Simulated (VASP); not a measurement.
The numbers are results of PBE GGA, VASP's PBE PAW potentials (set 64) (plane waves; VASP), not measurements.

Input for VASP

POSCAR:
```
ZnSe
1
    0.0000000000     2.8698492404     2.8698492404
    2.8698492404     0.0000000000     2.8698492404
    2.8698492404     2.8698492404    -0.0000000000
Zn Se
1 1
Direct
  1.0000000000   0.0000000000   1.0000000000
  0.2500000000   0.2500000000   0.2500000000
```

File KPOINTS:
```
Automatic mesh
0
Gamma
7 7 7
0 0 0
```

**INCAR**
```
# general
SYSTEM =ZnSe
PREC   =Accurate
ENCUT  =520   # plane-wave cut-off (eV)
LREAL  =.FALSE.   # projection in real space or not
LASPH  =.TRUE.

# electronic loop
EDIFF  =1E-6
NELM   =100   # most electronic steps
ALGO   =Normal
LMAXMIX=4   # l cut-off of mixed one-centre charges

# smearing
ISMEAR =0   # Gaussian
SIGMA  =0.05   # width (eV)

# functional
GGA    =PE   # PBE

# output
LWAVE  =.FALSE.
LCHARG =.TRUE.
```

POTCAR, in this order: Zn Se (PBE.64 set). Program: vasp_std.

Task: What will the output report for the number of irreducible k-points (NKPTS), largest plane-wave count, number of space-group operations, FFT grid (NGX, NGY, NGZ)?

Result: 
```yaml
number of irreducible k-points (NKPTS): 20
largest_plane_wave_count: 1299
number_of_space_group_operations: 24
FFT grid (NGX, NGY, NGZ): 30 × 30 × 30
```

The compound is ZnSe in the zinc blende structure. It was relaxed first.
